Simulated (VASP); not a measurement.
These are PW91 GGA, VASP's PBE PAW potentials (set 64) (plane waves; VASP) values and carry that method's errors.

Input for VASP

### INCAR
```
SYSTEM = SrCl2
PREC = Accurate
ENCUT = 520
EDIFF = 1E-7
NELM = 100
ALGO = Normal
LREAL = .FALSE.
LASPH = .TRUE.
ISMEAR = 0
SIGMA = 0.05
GGA = 91
LMAXMIX = 4
LWAVE = .FALSE.
LCHARG = .FALSE.
LORBIT = 11
ICHARG = 11
```

File POSCAR:
```
SrCl2
1.0
  0.0000000000   3.5144264048   3.5144264048
  3.5144264048   0.0000000000   3.5144264048
  3.5144264048   3.5144264048   0.0000000000
Sr Cl
1 2
Cartesian
  0.0000000000   0.0000000000   0.0000000000
  1.7572132024   1.7572132024   1.7572132024
  5.2716396072   5.2716396072   5.2716396072
```

**KPOINTS**
```
k-points along high-symmetry lines
15
Line-mode
Reciprocal
  0.000000   0.000000   0.000000 ! GAMMA
  0.500000   0.000000   0.500000 ! X

  0.500000   0.000000   0.500000 ! X
  0.625000   0.250000   0.625000 ! U

  0.375000   0.375000   0.750000 ! K
  0.000000   0.000000   0.000000 ! GAMMA

  0.000000   0.000000   0.000000 ! GAMMA
  0.500000   0.500000   0.500000 ! L

  0.500000   0.500000   0.500000 ! L
  0.500000   0.250000   0.750000 ! W

  0.500000   0.250000   0.750000 ! W
  0.500000   0.000000   0.500000 ! X
```

POTCAR, in this order: Sr_sv Cl (PBE.64 set). Program: vasp_std. Read from the step before: CHGCAR.

The run wrote:

**OUTCAR**
```
 ion  position               nearest neighbor table
   1  0.000  0.000  0.000-   3 3.04   3 3.04   3 3.04   2 3.04   3 3.04   2 3.04   2 3.04   2 3.04
  LATTYP: Found a face centered cubic cell.
 ALAT       =     7.0288528096
 Subroutine PRICEL returns:
 Original cell was already a primitive cell.
 Subroutine GETGRP returns: Found 48 space group operations
The static configuration has the point symmetry O_h .
The dynamic configuration has the point symmetry O_h .
 Subroutine INISYM returns: Found 48 space group operations
   k-points           NKPTS =     90   k-points in BZ     NKDIM =     90   number of bands    NBANDS=     16
   number of dos      NEDOS =    301   number of ions     NIONS =      3
   total plane-waves  NPLWV =  64000
   dimension x,y,z NGX =    40 NGY =   40 NGZ =   40
   dimension x,y,z NGXF=    80 NGYF=   80 NGZF=   80
   ions per type =               1   2
   PREC   = accura    normal or accurate (medium, high low for compatibility)
   ISTART =      0    job   : 0-new  1-cont  2-samecut
   ICHARG =     11    charge: 1-file 2-atom 10-const
   ISPIN  =      1    spin polarized calculation?
   LNONCOLLINEAR =      F non collinear calculations
   LSORBIT =      F    spin-orbit coupling
   INIWAV =      1    electr: 0-lowe 1-rand  2-diag
   ENCUT  =  520.0 eV  38.22 Ry    6.18 a.u.   9.24  9.24  9.24*2*pi/ulx,y,z
   NELM   =    100;   NELMIN=  2; NELMDL= -5     # of ELM steps
...
```

OSZICAR:
```
       N       E                     dE             d eps       ncg     rms          rms(c)
DAV:   1     0.147792718387E+03    0.14779E+03   -0.11555E+04  2880   0.133E+03
DAV:   2    -0.326809429620E+01   -0.15106E+03   -0.14828E+03  3816   0.249E+02
DAV:   3    -0.123429837329E+02   -0.90749E+01   -0.90662E+01  4032   0.641E+01
DAV:   4    -0.126756617236E+02   -0.33268E+00   -0.33259E+00  5056   0.960E+00
DAV:   5    -0.126785745112E+02   -0.29128E-02   -0.29127E-02  4112   0.787E-01
DAV:   6    -0.126786098640E+02   -0.35353E-04   -0.35352E-04  4400   0.934E-02
DAV:   7    -0.126786110276E+02   -0.11636E-05   -0.11636E-05  4376   0.137E-02
DAV:   8    -0.126786110597E+02   -0.32103E-07   -0.32124E-07  4360   0.230E-03
   1 F= -.12678611E+02 E0= -.12678611E+02  d E =-.534199E-12
```

OUTCAR:
```
 val. band max:       -0.0491984351   @ k =   0.5000   0.0000   0.5000

 cond. band min:       5.2249586655   @ k =   0.0000   0.0000   0.0000



 k-point     1 :       0.0000    0.0000    0.0000
  band No.  band energies     occupation
      1     -32.9383      2.00000
      2     -14.9834      2.00000
      3     -14.9834      2.00000
      4     -14.9834      2.00000
      5     -13.2581      2.00000
      6     -12.4498      2.00000
      7      -2.1016      2.00000
      8      -2.1016      2.00000
      9      -2.1016      2.00000
     10      -0.3772      2.00000
     11      -0.3772      2.00000
     12      -0.3772      2.00000
     13       5.2250      0.00000
     14       6.0425      0.00000
     15       6.0425      0.00000
     16       8.9603      0.00000

 k-point     2 :       0.0357    0.0000    0.0357
  band No.  band energies     occupation
      1     -32.9383      2.00000
      2     -14.9884      2.00000
      3     -14.9838      2.00000
      4     -14.9838      2.00000
      5     -13.2487      2.00000
      6     -12.4537      2.00000
      7      -2.0998      2.00000
      8      -2.0998      2.00000
      9      -2.0811      2.00000
     10      -0.4191      2.00000
     11      -0.3763      2.00000
     12      -0.3763      2.00000
     13       5.2647      0.00000
     14       6.0541      0.00000
     15       6.0584      0.00000
     16       8.8194      0.00000

 k-point     3 :       0.0714    0.0000    0.0714
  band No.  band energies     occupation
      1     -32.9381      2.00000
      2     -15.0028      2.00000
      3     -14.9849      2.00000
      4     -14.9849      2.00000
      5     -13.2211      2.00000
      6     -12.4650      2.00000
      7      -2.0943      2.00000
      8      -2.0943      2.00000
      9      -2.0199      2.00000
     10      -0.5392      2.00000
     11      -0.3739      2.00000
     12      -0.3739      2.00000
     13       5.3764      0.00000
     14       6.0889      0.00000
...
```

The density is held fixed in this step, so its total energy and stress have no physical meaning.

The compound is SrCl2 in the fluorite structure. It was relaxed first.
